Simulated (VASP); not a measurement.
Consider the following.

```
SrTiO3
1.0
    3.96816     0.00000     0.00000
    0.00000     3.96816     0.00000
    0.00000     0.00000     3.96816
Sr Ti O
1 1 3
Direct
  0.00000   0.00000   0.00000
  0.50000   0.50000   0.50000
  0.50000   0.00000   0.50000
  0.00000   0.50000   0.50000
  0.50000   0.50000   0.00000
```

All values below come from revPBE GGA, VASP's PBE PAW potentials (set 64) (plane waves; VASP). Run with 520 eV cut-off, 5×5×5 Γ-centred mesh, Gaussian smearing of 0.050 eV, potentials Sr_sv Ti_sv O.

**Question.** What does the run give for the energy per atom (σ→0)?

**Answer.** 
| Property | Result |
|---|---|
| energy per atom (σ→0) | -740.5 kJ/mol of atoms |

The absolute energy has meaning only against runs of the same code, potentials and settings.

The compound is SrTiO3 in the cubic perovskite structure, the ideal cubic form; the compound distorts at low or room temperature. It was relaxed first. The start is the result of an earlier pass.
